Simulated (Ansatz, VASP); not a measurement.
## One calculation of GaF, two programs

```
Ga F
1.0
     0.00000    2.57696    2.57696
     2.57696    0.00000    2.57696
     2.57696    2.57696    0.00000
Ga F
1 1
Direct
  0.25000 0.25000 0.25000
  0.00000 0.00000 0.00000
```

The cell was built by a generator and needn't be a form met in nature.

Alike in both runs: task band structure; functional PBEsol; k mesh 7 × 7 × 7; occupations fermi-dirac, width 0.05 eV; spin-orbit coupling, no magnetisation.

|  | VASP | Ansatz |
| --- | --- | --- |
| version | VASP 6.6.1 | Ansatz 0.2.0 |
| potentials or method | VASP PAW PBE potentials, release 64 (Ga_d, F) | Ansatz PAW |
| plane-wave cutoff (eV) | 520 | 420 |
| valence electrons in the cell | 20 | 20 |

|  | VASP | Ansatz | Ansatz less VASP |
| --- | --- | --- | --- |
| gap on the k mesh at the Fermi level (eV) | 1.05 | 1.06 | +0.003 |
| least direct gap on the mesh (eV) | 1.05 | 1.06 | +0.003 |
| gap along the band path (eV) | 0.69 | 0.69 | +0.004 |
| pressure (GPa) | 10.9 | 10.9 | -0.02 |

Caveats: the PAW data sets were made with another functional, which shifts forces and pressure a little (VASP); the pressure holds a Pulay correction of +0.4 GPa for the finite cutoff (Ansatz); the PAW data sets come from PBE, with cores solved anew for the run's functional, which leaves a small shift of forces and pressure (Ansatz).
